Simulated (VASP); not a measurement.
Consider the following.

```
EuO
1.0
    0.00000     2.45634     2.45634
    2.45634     0.00000     2.45634
    2.45634     2.45634     0.00000
Eu O
1 1
Direct
  0.00000   0.00000   0.00000
  0.50000   0.50000   0.50000
```

Method: vdW-DF-cx, VASP's PBE PAW potentials (set 64) (plane waves; VASP). Settings: 520 eV cut-off, 10×10×10 Γ-centred mesh, tetrahedra with Blöchl corrections, potentials Eu_2 O.

The 4f electrons are frozen in the core of the lanthanide potential, so 4f levels, which can set the real gap, and their magnetism are missing.

Question: Predict the energy per atom (σ→0), band gap (on the k-mesh) with the smallest direct gap where there is one.

Answer: 
| Property | Value |
|---|---|
| band gap (on the k-mesh) | 2.57 eV |
| smallest direct gap (on the k-mesh) | 2.57 eV |
| energy per atom (σ→0) | -4.814 eV/atom |

Total energies compare only between runs with the same potentials, cut-off and functional.

The compound is EuO in the rock salt structure. It was relaxed first, which changed the volume by -13 %.
